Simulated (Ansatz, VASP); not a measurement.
ReSbP: VASP beside Ansatz

File INCAR:

```
  PREC = Accurate
  ENCUT = 520
  EDIFF = 1E-6
  ISMEAR = 0
  SIGMA = 0.1
  LREAL = False
  LASPH = True
  NELM = 100
  ALGO = Normal
  ISIF = 2
  LWAVE = False
  LCHARG = True
  GGA = PE
  LELF = True
  LVHAR = True
  NBANDS = 16
```

File KPOINTS:

```
regular mesh
0
Gamma
  4 4 4
```

File POSCAR:

```
ReSbP
1.0
    3.7455168500      0.0000000000      0.0000000000
    0.0000000000      3.7455168500      0.0000000000
    0.0000000000      0.0000000000      4.5666166100
Re Sb P
1 1 1
Direct
    0.0000000000      0.0000000000      0.5000000000
    0.0000000000      0.0000000000      0.0000000000
    0.5000000000      0.5000000000      0.0000000000
```

Input for Ansatz:

```yaml
crystal:
  lattice:
    - [3.74551685, 0.0, 0.0]
    - [0.0, 3.74551685, 0.0]
    - [0.0, 0.0, 4.56661661]
  atoms:
    - { symbol: Re, position: [0.0, 0.0, 0.5] }
    - { symbol: Sb, position: [0.0, 0.0, 0.0] }
    - { symbol: P, position: [0.5, 0.5, 0.0] }
basis:
  ecutwfc: 420
kpoints:
  mp_grid: { grid: [4, 4, 4] }
hamiltonian:
  xc: pbe
scf:
  occupations: { method: gaussian, width: 0.1 }
  lower_state_search: "off"
output:
  forces: true
  stress: true
  eigenvalues: true
```

Alike in both runs: task single point; functional PBE; k mesh 4 × 4 × 4; occupations gaussian, width 0.1 eV; no spin polarisation.

|  | VASP | Ansatz |
| --- | --- | --- |
| version | VASP 6.6.1 | Ansatz 0.2.0 |
| potentials or method | VASP PAW PBE potentials, release 64 (Re, Sb, P) | scalar-relativistic, plane waves, PAW |
| plane-wave cutoff (eV) | 520 | 420 |
| valence electrons in the cell | 17 | 35 |

VASP gave:

- gap on the k mesh at the Fermi level (eV): none
- pressure (GPa): 22.5
- largest component of the traceless stress (GPa): 46.18

**Question.** Which values does Ansatz return?

**Answer.** gap on the k mesh at the Fermi level (eV): none; pressure (GPa): 23.3; largest component of the traceless stress (GPa): 48.19.

A gap of «none» marks a metal or a gap that the smearing closes. The two sets of potentials don't hold the same shells in valence.

Caveats: the k mesh is coarse (spacing up to 0.42 Å⁻¹), so the values aren't converged; so large a pressure means that the cell lies far from this level's equilibrium, or that cutoff or potentials fall short (VASP). Spin-orbit coupling is left out, which matters for the levels of Re, Sb.
